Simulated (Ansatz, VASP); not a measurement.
# C in two plane-wave programs

Wanted: the spread between two codes on one cell, functional and k mesh.

Program: Ansatz 0.2.0. Level of theory: plane waves, with VASP 6.6.1 beside it; dielectric response at LDA. Results are calculated unless marked as measured.

## 1. The starting structure

Symmetry: Fd-3m, No. 227, cubic system. Conventional cell: a = 3.567 Å, b = 3.567 Å, c = 3.567 Å, α = 90.00°, β = 90.00°, γ = 90.00°. C has 4 C at 1.54 Å nearest.

## 2. VASP: dielectric response, LDA

The response to a field tests empty states and converges slowly with the mesh.

Lines of VASP's logs that name or quote its potential files are left out, and so is its time.

INCAR

```
SYSTEM = C
PREC = Accurate
ENCUT = 520
EDIFF = 1E-08
NELM = 120
ISMEAR = 0
SIGMA = 0.02
LREAL = .FALSE.
ALGO = Normal
GGA = CA
NBANDS = 10
LASPH = .TRUE.
LWAVE = .FALSE.
LCHARG = .FALSE.
KPAR = 16
LEPSILON = .TRUE.
```

POSCAR

```
C
1.0
    0.0000000000      1.7835000000      1.7835000000
    1.7835000000      0.0000000000      1.7835000000
    1.7835000000      1.7835000000      0.0000000000
C
2
Direct
    0.0000000000      0.0000000000      0.0000000000
    0.2500000000      0.2500000000      0.2500000000
```

KPOINTS

```
Automatic mesh
0
Gamma
11 11 11
0 0 0
```

Potentials, in the order of the species: C (LDA family, release 64).

On the command line:

```console
$ mpirun -np 16 vasp_std
```

Numbers of over 12 decimals in the logs are rounded to 6 here.

Log:

```text
[banner, memory and clock lines left out]
running   16 mpi-ranks, on    1 nodes
 distrk:  each k-point on    1 cores,   16 groups
 distr:  one band on    1 cores,    1 groups

 POSCAR found type information on POSCAR C
 POSCAR found :  1 types and       2 ions
|                                                                             |
|           W    W    AA    RRRRR   N    N  II  N    N   GGGG   !!!           |
|           W    W   A  A   R    R  NN   N  II  NN   N  G    G  !!!           |
|           W    W  A    A  R    R  N N  N  II  N N  N  G       !!!           |
|           W WW W  AAAAAA  RRRRR   N  N N  II  N  N N  G  GGG   !            |
|           WW  WW  A    A  R   R   N   NN  II  N   NN  G    G                |
|           W    W  A    A  R    R  N    N  II  N    N   GGGG   !!!           |
|                                                                             |
|     For optimal performance we recommend to set                             |
|       NCORE = 2 up to number-of-cores-per-socket                            |
|     NCORE specifies how many cores store one orbital (NPAR=cpu/NCORE).      |
|     This setting can greatly improve the performance of VASP for DFT.       |
|     The default, NCORE=1 might be grossly inefficient on modern             |
|     multi-core architectures or massively parallel machines. Do your        |
|     Unfortunately you need to use the default for GW and RPA                |
|     calculations (for HF NCORE is supported but not extensively tested      |
|     yet).                                                                   |
|                                                                             |

 LDA part: xc-table for (Slater(with rela. corr.)+CA(PZ))
 , standard interpolation
 POSCAR, INCAR and KPOINTS ok, starting setup
 FFT: planning ... GRIDC
 FFT: planning ... GRID_SOFT
 FFT: planning ... GRID
 WAVECAR not read
 entering main loop
       N       E                     dE             d eps       ncg     rms          rms(c)
DAV:   1    -0.162174743960E+01   -0.16217E+01   -0.49511E+03  1136   0.794E+02
DAV:   2    -0.206520502766E+02   -0.19030E+02   -0.18483E+02  1552   0.125E+02
DAV:   3    -0.210355506181E+02   -0.38350E+00   -0.38274E+00  1310   0.144E+01
DAV:   4    -0.210365787538E+02   -0.10281E-02   -0.10281E-02  1230   0.811E-01
DAV:   5    -0.210365799776E+02   -0.12238E-05   -0.12238E-05  1266   0.285E-02    0.569E+00
DAV:   6    -0.204427572313E+02    0.59382E+00   -0.33966E-01  1162   0.428E+00    0.330E+00
DAV:   7    -0.202353020058E+02    0.20746E+00   -0.40045E-01  1210   0.466E+00    0.715E-01
DAV:   8    -0.202350618178E+02    0.24019E-03   -0.84596E-03  1200   0.821E-01    0.257E-02
DAV:   9    -0.202350510865E+02    0.10731E-04   -0.31566E-05  1232   0.473E-02    0.192E-02
DAV:  10    -0.202350525860E+02   -0.14995E-05   -0.17356E-06  1240   0.117E-02    0.441E-03
DAV:  11    -0.202350525259E+02    0.60116E-07   -0.59498E-08  1304   0.200E-03    0.734E-04
DAV:  12    -0.202350525184E+02    0.75313E-08   -0.13653E-09   668   0.367E-04
   1 F= -.20235053E+02 E0= -.20235053E+02  d E =-.789299E-48
 Linear response reoptimize wavefunctions to high precision
DAV:   1    -0.202350525169E+02    0.15000E-08   -0.85925E-11   732   0.981E-05
DAV:   2    -0.202350525168E+02    0.10914E-10   -0.34269E-12   598   0.200E-05
 Linear response G [H, r] |phi>, progress :
  Direction:   1
       N       E                     dE             d eps       ncg     rms
RMM:   1    -0.322805100507E+02   -0.32281E+02    0.12265E+00  2613   0.437E+01
RMM:   2    -0.323862314040E+02   -0.10572E+00   -0.10734E+00  1777   0.887E+00
RMM:   3    -0.323966045467E+02   -0.10373E-01   -0.38455E-03  1866   0.535E-01
RMM:   4    -0.323966740428E+02   -0.69496E-04   -0.33957E-05  1957   0.432E-02
RMM:   5    -0.323966744497E+02   -0.40695E-06   -0.33061E-07  1935   0.404E-03
RMM:   6    -0.323966744561E+02   -0.63255E-08    0.24220E-08  1796   0.414E-04
 Linear response G [H, r] |phi>, progress :
  Direction:   2
       N       E                     dE             d eps       ncg     rms
RMM:   1    -0.356943463224E+02   -0.35694E+02   -0.53908E+01  2611   0.418E+01
RMM:   2    -0.329115380584E+02    0.27828E+01   -0.72161E-01  1778   0.753E+00
RMM:   3    -0.329153491396E+02   -0.38111E-02   -0.30940E-03  1864   0.442E-01
RMM:   4    -0.329153551902E+02   -0.60506E-05   -0.25678E-05  1987   0.373E-02
RMM:   5    -0.329153551994E+02   -0.92226E-08   -0.26396E-07  1938   0.327E-03
RMM:   6    -0.329153551995E+02   -0.35222E-10   -0.17783E-08  1821   0.336E-04
 Linear response G [H, r] |phi>, progress :
  Direction:   3
       N       E                     dE             d eps       ncg     rms
RMM:   1    -0.281920809655E+02   -0.28192E+02   -0.58203E+00  2473   0.409E+01
RMM:   2    -0.224140373341E+02    0.57780E+01   -0.91455E-01  1748   0.796E+00
RMM:   3    -0.224250928409E+02   -0.11056E-01   -0.68149E-03  1862   0.501E-01
RMM:   4    -0.224251202594E+02   -0.27419E-04   -0.90494E-04  1918   0.433E-02
RMM:   5    -0.224250469115E+02    0.73348E-04   -0.10176E-04  1876   0.437E-03
RMM:   6    -0.224250381198E+02    0.87917E-05   -0.11268E-05  1708   0.487E-04
RMM:   7    -0.224250369718E+02    0.11481E-05    0.54456E-06  1327   0.709E-05
RMM:   8    -0.224250387090E+02   -0.17373E-05   -0.97492E-07  1212   0.288E-05
RMM:   9    -0.224250387170E+02   -0.79286E-08   -0.20620E-08  1051   0.256E-05
 Linear response to external field (no local field effect), progress :
  Direction:   1
       N       E                     dE             d eps       ncg     rms          rms(c)
RMM:   1    -0.183854755039E+00   -0.18385E+00   -0.67629E-01  2450   0.229E+00
RMM:   2    -0.188425224330E+00   -0.45705E-02   -0.11553E-03  1787   0.282E-01
RMM:   3    -0.188430056412E+00   -0.48321E-05   -0.36072E-06  1805   0.120E-02
RMM:   4    -0.188430078423E+00   -0.22012E-07   -0.15630E-08  1766   0.828E-04
RMM:   5    -0.188430078512E+00   -0.88988E-10   -0.11534E-10  1334   0.527E-05
 change of polarisation eV/A/(eV/A) component  1 :     0.377     0.169     0.048
 dielectric tensor                  component  1 :     7.010     2.689     0.773
 Linear response to external field (no local field effect), progress :
  Direction:   2
       N       E                     dE             d eps       ncg     rms          rms(c)
RMM:   1    -0.181329654482E+00   -0.18133E+00   -0.65290E-01  2445   0.231E+00
RMM:   2    -0.185815173734E+00   -0.44855E-02   -0.11305E-03  1787   0.284E-01
RMM:   3    -0.185819834856E+00   -0.46611E-05   -0.37195E-06  1815   0.120E-02
RMM:   4    -0.185819858836E+00   -0.23980E-07   -0.16462E-08  1794   0.882E-04
RMM:   5    -0.185819858931E+00   -0.95050E-10   -0.12751E-10  1349   0.538E-05
 change of polarisation eV/A/(eV/A) component  2 :     0.169     0.372    -0.063
 dielectric tensor                  component  2 :     2.689     6.927    -1.000
 Linear response to external field (no local field effect), progress :
  Direction:   3
       N       E                     dE             d eps       ncg     rms          rms(c)
RMM:   1    -0.924475119754E-01   -0.92448E-01   -0.33165E-01  2411   0.171E+00
RMM:   2    -0.949676087337E-01   -0.25201E-02   -0.56436E-04  1764   0.197E-01
RMM:   3    -0.949699000815E-01   -0.22913E-05   -0.17088E-06  1786   0.877E-03
RMM:   4    -0.949699095284E-01   -0.94469E-08   -0.64074E-09  1751   0.627E-04
 change of polarisation eV/A/(eV/A) component  3 :     0.048    -0.063     0.190
 dielectric tensor                  component  3 :     0.773    -1.000     4.029
 Linear response to external field, progress :
  Direction:   1
       N       E                     dE             d eps       ncg     rms          rms(c)
RMM:   1    -0.152563705156E+00   -0.15256E+00   -0.55381E-01  5500   0.210E+00
RMM:   2    -0.156402682716E+00   -0.38390E-02   -0.94844E-04  3983   0.254E-01    0.711E-01
RMM:   3    -0.154070720356E+00    0.23320E-02   -0.76132E-04  3965   0.212E-01    0.414E-01
RMM:   4    -0.159291689848E+00   -0.52210E-02   -0.11334E-03  3978   0.261E-01    0.321E-02
RMM:   5    -0.159687839675E+00   -0.39615E-03   -0.11770E-05  4078   0.268E-02    0.292E-03
RMM:   6    -0.159703079421E+00   -0.15240E-04   -0.39371E-08  4193   0.175E-03    0.156E-03
RMM:   7    -0.159706624268E+00   -0.35448E-05   -0.64397E-09  4191   0.757E-04    0.105E-04
RMM:   8    -0.159707244351E+00   -0.62008E-06   -0.64223E-11  3415   0.637E-05    0.270E-05
RMM:   9    -0.159707120622E+00    0.12373E-06    0.00000E+00  1731   0.199E-05    0.223E-06
 change of polarisation eV/A/(eV/A) component  1 :     0.302     0.101     0.031
 dielectric tensor                  component  1 :     5.809     1.608     0.492
 Linear response to external field, progress :
  Direction:   2
       N       E                     dE             d eps       ncg     rms          rms(c)
RMM:   1    -0.152532632820E+00   -0.15253E+00   -0.55350E-01  5511   0.210E+00
RMM:   2    -0.156402651502E+00   -0.38700E-02   -0.95158E-04  3981   0.255E-01    0.711E-01
RMM:   3    -0.154072002475E+00    0.23306E-02   -0.76067E-04  3969   0.212E-01    0.414E-01
RMM:   4    -0.159291990541E+00   -0.52200E-02   -0.11329E-03  3979   0.261E-01    0.321E-02
RMM:   5    -0.159687595687E+00   -0.39561E-03   -0.11754E-05  4077   0.268E-02    0.292E-03
RMM:   6    -0.159703100879E+00   -0.15505E-04   -0.39021E-08  4187   0.175E-03    0.156E-03
RMM:   7    -0.159706623060E+00   -0.35222E-05   -0.64251E-09  4192   0.756E-04    0.105E-04
RMM:   8    -0.159707247899E+00   -0.62484E-06   -0.69829E-11  3406   0.633E-05    0.270E-05
RMM:   9    -0.159707121716E+00    0.12618E-06    0.00000E+00  1763   0.199E-05    0.222E-06
 change of polarisation eV/A/(eV/A) component  2 :     0.083     0.302    -0.006
 dielectric tensor                  component  2 :     1.316     5.809    -0.100
 Linear response to external field, progress :
  Direction:   3
       N       E                     dE             d eps       ncg     rms          rms(c)
RMM:   1    -0.152535584070E+00   -0.15254E+00   -0.55353E-01  5511   0.210E+00
RMM:   2    -0.156402678368E+00   -0.38671E-02   -0.95017E-04  3981   0.254E-01    0.711E-01
RMM:   3    -0.154072058621E+00    0.23306E-02   -0.76019E-04  3965   0.212E-01    0.414E-01
RMM:   4    -0.159292028195E+00   -0.52200E-02   -0.11321E-03  3982   0.261E-01    0.321E-02
RMM:   5    -0.159687636393E+00   -0.39561E-03   -0.11759E-05  4077   0.268E-02    0.292E-03
RMM:   6    -0.159703099578E+00   -0.15463E-04   -0.38755E-08  4192   0.175E-03    0.156E-03
RMM:   7    -0.159706621042E+00   -0.35215E-05   -0.64021E-09  4187   0.755E-04    0.105E-04
RMM:   8    -0.159707252592E+00   -0.63155E-06   -0.67780E-11  3400   0.629E-05    0.270E-05
RMM:   9    -0.159707123725E+00    0.12887E-06    0.00000E+00  1758   0.200E-05    0.221E-06
 change of polarisation eV/A/(eV/A) component  3 :     0.012     0.064     0.302
 dielectric tensor                  component  3 :     0.196     1.020     5.809
 Born effective charges drift removed
```

From OUTCAR (step 2):

```text
ion  position               nearest neighbor table
   1  0.000  0.000  0.000-   2 1.54   2 1.54   2 1.54   2 1.54
   2  0.250  0.250  0.250-   1 1.54   1 1.54   1 1.54   1 1.54

  LATTYP: Found a face centered cubic cell.
 ALAT       =     3.5670000000

 Subroutine GETGRP returns: Found 48 space group operations
 (whereof 24 operations were pure point group operations)

The static configuration has the point symmetry T_d .
 The point group associated with its full space group is O_h .

 Found     56 irreducible k-points:

   k-points           NKPTS =     56   k-points in BZ     NKDIM =     56   number of bands    NBANDS=     10

   dimension x,y,z NGX =    20 NGY =   20 NGZ =   20
   dimension x,y,z NGXF=    40 NGYF=   40 NGZF=   40

   ENCUT  =  520.0 eV  38.22 Ry    6.18 a.u.   4.69  4.69  4.69*2*pi/ulx,y,z

   NELECT =       8.0000    total number of electrons

 k-points in reciprocal lattice and weights: Automatic mesh
   0.00000000  0.00000000  0.00000000       0.001
   0.09090909  0.00000000  0.00000000       0.006
   0.18181818  0.00000000  0.00000000       0.006
   0.27272727  0.00000000  0.00000000       0.006
   0.36363636  0.00000000  0.00000000       0.006
   0.45454545  0.00000000  0.00000000       0.006
   0.09090909  0.09090909  0.00000000       0.005
   0.18181818  0.09090909  0.00000000       0.018
   0.27272727  0.09090909  0.00000000       0.018
[...]
-0.36363636  0.45454545  0.18181818       0.018
  -0.27272727  0.45454545  0.18181818       0.018

 average (electrostatic) potential at core
       1 -49.5082       2 -49.5082

  Total       -0.8301274     -0.8301274     -0.8301274      0.0000000     -0.0000000      0.0000000
  in kB     -117.2211536   -117.2211536   -117.2211536      0.0000000     -0.0000000      0.0000000
  external PRESSURE =    -117.2211536 kB  Pullay stress =       0.0000000 kB

  energy-cutoff  :      520.00
  volume of cell :       11.35
      direct lattice vectors                 reciprocal lattice vectors
     0.000000000  1.783500000  1.783500000    -0.280347631  0.280347631  0.280347631
     1.783500000  0.000000000  1.783500000     0.280347631 -0.280347631  0.280347631
     1.783500000  1.783500000  0.000000000     0.280347631  0.280347631 -0.280347631

 POSITION                                       TOTAL-FORCE (eV/Angst)
 -----------------------------------------------------------------------------------
      0.00000      0.00000      0.00000         0.000000      0.000000      0.000000
      0.89175      0.89175      0.89175        -0.000000     -0.000000     -0.000000
 -----------------------------------------------------------------------------------
    total drift:                                0.000000      0.000000      0.000000

 MACROSCOPIC STATIC DIELECTRIC TENSOR (including local field effects in DFT)
 ------------------------------------------------------
           5.808833     0.000000     0.000000
          -0.000000     5.808833     0.000000
          -0.000000    -0.000000     5.808833
 ------------------------------------------------------

 PIEZOELECTRIC TENSOR (including local field effects)  for field in x, y, z        (C/m^2)
          XX          YY          ZZ          XY          YZ          ZX
  --------------------------------------------------------------------------------
  x     0.00000    -0.00000    -0.00000     0.00000    -0.00000     0.00000
  y     0.00000     0.00000     0.00000     0.00000     0.00000    -0.00000
  z     0.00000     0.00000     0.00000    -0.00000     0.00000     0.00000

 BORN EFFECTIVE CHARGES (including local field effects) (in |e|, cummulative output)
 ---------------------------------------------------------------------------------
 ion    1
    1     0.00000     0.00000     0.00000
    2     0.00000     0.00000     0.00000
    3     0.00000     0.00000     0.00000
 ion    2
    1    -0.00000     0.00000     0.00000
    2     0.00000    -0.00000     0.00000
    3     0.00000     0.00000    -0.00000
```

Energies printed during the response cycles are not total energies of the cell.

[end of part 1 of 2]

[Lines on the potential files, build, host, timing and source positions are cut from VASP's logs without a mark.]

[Logs are printed without paths, hosts, clocks, repeated set-up lines and the standing remarks that a program may print on its own settings, such as how far it seeks lower states.]

[Hosts, paths, dates, database ids (printed as entryN), source tags and the programs' standing remarks are cut or masked in the printed files.]
